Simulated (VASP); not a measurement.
VASP runs on CdI$_{2}$ (space group P-3m1) share one base input (LDA (Ceperley-Alder, Perdew-Zunger), plane waves, VASP's LDA PAW potentials (set 64)) and change the settings named in each case.

File KPOINTS:
```
kpoints
0
gamma
3 3 1
0 0 0
```

INCAR:
```
SYSTEM=CdI2
PREC=Accurate; ENCUT=300; LREAL=Auto
LASPH=.TRUE.
EDIFF=1E-6; NELM=100; ALGO=Normal
LMAXMIX=4
ISMEAR=0; SIGMA=0.01
ISIF=2
LWAVE=.FALSE.; LCHARG=.FALSE.
```

File POSCAR:
```
CdI2
1
    4.2422980000     0.0000000000     0.0000000000
   -2.1211490000     3.6739390000     0.0000000000
    0.0000000000     0.0000000000    57.6523040000
Cd I
8 16
Direct
  0.0000000000   0.0000000000   0.5000000000
  0.0000000000   0.0000000000   0.7500000000
  0.0000000000   0.0000000000   0.2500000000
  0.3333330000   0.6666670000   0.3750000000
  0.6666670000   0.3333330000   0.6250000000
  0.0000000000   0.0000000000   0.0000000000
  0.3333330000   0.6666670000   0.1250000000
  0.6666670000   0.3333330000   0.8750000000
  0.0000000000   0.0000000000   0.5954000000
  0.0000000000   0.0000000000   0.4046000000
  0.6666670000   0.3333330000   0.9705000000
  0.3333330000   0.6666670000   0.0295000000
  0.6666670000   0.3333330000   0.3454000000
  0.3333330000   0.6666670000   0.6546000000
  0.0000000000   0.0000000000   0.1546000000
  0.0000000000   0.0000000000   0.8454000000
  0.3333330000   0.6666670000   0.7795000000
  0.6666670000   0.3333330000   0.2205000000
  0.3333330000   0.6666670000   0.5295000000
  0.6666670000   0.3333330000   0.4705000000
  0.3333330000   0.6666670000   0.9046000000
  0.6666670000   0.3333330000   0.0954000000
  0.6666670000   0.3333330000   0.7205000000
  0.3333330000   0.6666670000   0.2795000000
```

POTCAR, in this order: Cd I (LDA.64 set). Program: vasp_std.

| change | E(σ→0) (eV/atom) | pressure (GPa) |
|---|---|---|
| base run | -2.3227 | -0.99 |
| EDIFF = 1E-09, ENCUT = 420, KPOINTS 5×5×2 Γ-centred mesh | -2.3720 | -1.71 |
| ENCUT = 240, KPOINTS 2×2×2 Γ-centred mesh shifted by (0.5, 0.5, 0.5) | -2.4523 | -6.31 |
| ENCUT = 180, KPOINTS 3×3×3 Γ-centred mesh | -1.6390 | -48.19 |
| KPOINTS 4×4×4 Γ-centred mesh | -2.3640 | (withheld) |

Q: What belongs in the gaps?

A: 
- KPOINTS 4×4×4 Γ-centred mesh, pressure (GPa): -1.44

Energies of different potentials or functionals have different zeros.  Unless said otherwise, spin-orbit coupling is left out, though it shifts the bands of the heavy elements here. At 300 eV the pressure can carry a Pulay error.

Left out are runs that ran out of time, are held back, or changed the cell or the kind of run, fixed moments of cells without a moment, rows past the twelfth, gaps on odd meshes, pressures of charged cells and columns that move by less than the noise.

The structure comes from a computed database's CdI2 entry; how it stands against other phases isn't given here. The cell was not relaxed at this level, its lattice was scaled by up to 2.5 %.
